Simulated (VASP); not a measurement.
Calculation: LDA (Ceperley-Alder, Perdew-Zunger), VASP's LDA PAW potentials (set 64) (plane waves; VASP).

The input files of a VASP run:

### INCAR
```
SYSTEM = La(NiP)2
PREC = Accurate; ENCUT = 300; LREAL = .FALSE.
LASPH = .TRUE.
EDIFF = 1E-6; NELM = 100; ALGO = Normal
LMAXMIX = 6
ISMEAR = -1; SIGMA = 0.1
ISIF = 2
LWAVE = .FALSE.; LCHARG = .FALSE.
```

### POSCAR
```
La(NiP)2
1
   -1.9985400000     1.9985400000     4.8175650000
    1.9985400000    -1.9985400000     4.8175650000
    1.9985400000     1.9985400000    -4.8175650000
La Ni P
1 2 2
Direct
  0.0000000000   0.0000000000   0.0000000000
  0.2500000000   0.7500000000   0.5000000000
  0.7500000000   0.2500000000   0.5000000000
  0.6343400000   0.6343400000   0.0000000000
  0.3656600000   0.3656600000   0.0000000000
```

**KPOINTS**
```
Automatic mesh
0
Gamma
8 8 8
0 0 0
```

POTCAR, in this order: La Ni P (LDA.64 set). Program: vasp_std.

What VASP printed:

### OUTCAR
```
 ion  position               nearest neighbor table
   1  0.000  0.000  0.000-   5 3.11   4 3.11   4 3.11   4 3.11   4 3.11   5 3.11   5 3.11   5 3.11
                             2 3.13   3 3.13   3 3.13   2 3.13   3 3.13   2 3.13   2 3.13   3 3.13
   2  0.250  0.750  0.500-   5 2.29   4 2.29   5 2.29   4 2.29   3 2.83   3 2.83   3 2.83   3 2.83
                             1 3.13   1 3.13   1 3.13   1 3.13
   3  0.750  0.250  0.500-   5 2.29   4 2.29   5 2.29   4 2.29   2 2.83   2 2.83   2 2.83   2 2.83
                             1 3.13   1 3.13   1 3.13   1 3.13
   4  0.634  0.634  0.000-   2 2.29   3 2.29   2 2.29   3 2.29   5 2.59   1 3.11   1 3.11   1 3.11
                             1 3.11
   5  0.366  0.366  0.000-   2 2.29   3 2.29   2 2.29   3 2.29   4 2.59   1 3.11   1 3.11   1 3.11
                             1 3.11
  LATTYP: Found a body centered tetragonal cell.
 ALAT       =     3.9970800000
 C/A-ratio  =     2.4105421958
 Subroutine PRICEL returns:
 Original cell was already a primitive cell.
 Subroutine GETGRP returns: Found 16 space group operations
The static configuration has the point symmetry D_4h.
The dynamic configuration has the point symmetry D_4h.
 Subroutine INISYM returns: Found 16 space group operations
 Subroutine IBZKPT returns following result:
 Found     59 irreducible k-points:

 Following reciprocal coordinates:
            Coordinates               Weight
  0.000000  0.000000  0.000000      1.000000
  0.125000  0.000000 -0.000000      8.000000
  0.250000  0.000000 -0.000000      8.000000
  0.375000  0.000000 -0.000000      8.000000
  0.500000  0.000000 -0.000000      4.000000
  0.125000  0.125000 -0.000000      8.000000
  0.250000  0.125000 -0.000000     16.000000
  0.375000  0.125000 -0.000000     16.000000
  0.500000  0.125000 -0.000000     16.000000
 -0.375000  0.125000  0.000000     16.000000
 -0.250000  0.125000  0.000000     16.000000
 -0.125000  0.125000  0.000000      4.000000
  0.250000  0.250000 -0.000000      8.000000
  0.375000  0.250000 -0.000000     16.000000
  0.500000  0.250000 -0.000000     16.000000
 -0.375000  0.250000  0.000000     16.000000
 -0.250000  0.250000  0.000000      4.000000
  0.375000  0.375000 -0.000000      8.000000
  0.500000  0.375000 -0.000000     16.000000
 -0.375000  0.375000  0.000000      4.000000
  0.500000  0.500000 -0.000000      2.000000
  0.125000  0.125000  0.125000      8.000000
  0.250000  0.125000  0.125000     16.000000
  0.375000  0.125000  0.125000      8.000000
 -0.125000  0.125000  0.125000      4.000000
  0.250000  0.250000  0.125000      8.000000
  0.375000  0.250000  0.125000     16.000000
  0.500000  0.250000  0.125000      8.000000
 -0.250000  0.250000  0.125000      8.000000
 -0.125000  0.250000  0.125000      8.000000
  0.375000  0.375000  0.125000      4.000000
 -0.375000  0.375000  0.125000      8.000000
 -0.250000  0.375000  0.125000     16.000000
 -0.125000  0.375000  0.125000      8.000000
  0.500000  0.500000  0.125000      4.000000
 -0.375000  0.500000  0.125000     16.000000
 -0.250000  0.500000  0.125000     16.000000
 -0.125000  0.500000  0.125000      8.000000
 -0.375000 -0.375000  0.125000      8.000000
 -0.250000 -0.375000  0.125000     16.000000
   k-points           NKPTS =     59   k-points in BZ     NKDIM =     59   number of bands    NBANDS=     24
   number of dos      NEDOS =    301   number of ions     NIONS =      5
   total plane-waves  NPLWV =  32768
   dimension x,y,z NGX =    32 NGY =   32 NGZ =   32
   dimension x,y,z NGXF=    64 NGYF=   64 NGZF=   64
   ions per type =               1   2   2
   PREC   = accura    normal or accurate (medium, high low for compatibility)
   ISTART =      0    job   : 0-new  1-cont  2-samecut
   ICHARG =      2    charge: 1-file 2-atom 10-const
   ISPIN  =      1    spin polarized calculation?
...
```

OSZICAR:
```
       N       E                     dE             d eps       ncg     rms          rms(c)
DAV:   1     0.241888347044E+03    0.24189E+03   -0.11459E+04  2888   0.157E+03
DAV:   2     0.698249901022E+01   -0.23491E+03   -0.23160E+03  3248   0.327E+02
DAV:   3    -0.330463913121E+02   -0.40029E+02   -0.39405E+02  4384   0.135E+02
DAV:   4    -0.398644322628E+02   -0.68180E+01   -0.63474E+01  5280   0.454E+01
DAV:   5    -0.404173592156E+02   -0.55293E+00   -0.52984E+00  4448   0.120E+01    0.251E+01
DAV:   6    -0.585123341052E+02   -0.18095E+02   -0.40006E+02  4872   0.270E+02    0.478E+01
DAV:   7    -0.389519442782E+02    0.19560E+02   -0.66740E+01  4168   0.141E+02    0.152E+01
DAV:   8    -0.363022695083E+02    0.26497E+01   -0.20745E+01  5416   0.532E+01    0.429E+00
DAV:   9    -0.362907079331E+02    0.11562E-01   -0.30411E+00  4584   0.116E+01    0.121E+00
DAV:  10    -0.362976132203E+02   -0.69053E-02   -0.27676E-01  5336   0.371E+00    0.531E-01
DAV:  11    -0.362961152520E+02    0.14980E-02   -0.14813E-02  4272   0.774E-01    0.341E-01
DAV:  12    -0.362950580397E+02    0.10572E-02   -0.73302E-03  5408   0.972E-01    0.145E-01
DAV:  13    -0.362951713196E+02   -0.11328E-03   -0.97459E-04  4696   0.231E-01    0.770E-02
DAV:  14    -0.362950467972E+02    0.12452E-03   -0.68584E-04  5296   0.252E-01    0.367E-02
DAV:  15    -0.362950466008E+02    0.19645E-06   -0.76165E-05  5016   0.624E-02    0.138E-02
DAV:  16    -0.362950451776E+02    0.14232E-05   -0.13036E-05  5000   0.351E-02    0.605E-03
DAV:  17    -0.362950451988E+02   -0.21237E-07   -0.70001E-07  2728   0.106E-02
   1 F= -.36295045E+02 E0= -.36259819E+02  d E =-.704524E-01
```

File OUTCAR:
```
------------------------ aborting loop because EDIFF is reached ----------------------------------------
  FORCE on cell =-STRESS in cart. coord.  units (eV):
  Direction    XX          YY          ZZ          XY          YZ          ZX
  --------------------------------------------------------------------------------------
  Total       -3.5668115     -3.5668115     -2.9941059      0.0000000      0.0000000     -0.0000000
  in kB      -74.2467554    -74.2467554    -62.3253137      0.0000000      0.0000000     -0.0000000
  external PRESSURE =     -70.2729415 kB  Pullay stress =       0.0000000 kB
  volume of cell :       76.97
      direct lattice vectors                 reciprocal lattice vectors
    -1.998540000  1.998540000  4.817565000     0.000000000  0.250182633  0.103786872
     1.998540000 -1.998540000  4.817565000     0.250182633  0.000000000  0.103786872
     1.998540000  1.998540000 -4.817565000     0.250182633  0.250182633  0.000000000
 POSITION                                       TOTAL-FORCE (eV/Angst)
 -----------------------------------------------------------------------------------
      0.00000      0.00000      0.00000         0.000000      0.000000     -0.000000
      1.99854      0.00000      2.40878         0.000000      0.000000      0.000000
      0.00000      1.99854      2.40878         0.000000      0.000000      0.000000
      0.00000      0.00000      6.11195         0.000000      0.000000      0.066924
      0.00000      0.00000      3.52318        -0.000000     -0.000000     -0.066924
 -----------------------------------------------------------------------------------
    total drift:                               -0.000000     -0.000000      0.000000
  FREE ENERGIE OF THE ION-ELECTRON SYSTEM (eV)
  ---------------------------------------------------
  free  energy   TOTEN  =       -36.2950451988 eV

  energy  without entropy=      -36.2245927874  energy(sigma->0) =      -36.25981899
```
(Selected blocks of OUTCAR.)

At this cut-off the stress carries a Pulay error, which pulls relaxed volumes low.

The structure comes from a computed database's LaNi2P2 entry (I4/mmm); how it stands against other phases isn't given here. The cell was not relaxed at this level. The run is one of a series of settings (GGA removed, POTCAR La Ni P (LDA.64 set) against the base run), some of them coarse on purpose. The run is not spin-polarised, so no magnetic state was tried. The electron count is odd and the run is not spin-polarised, which forces a metal.
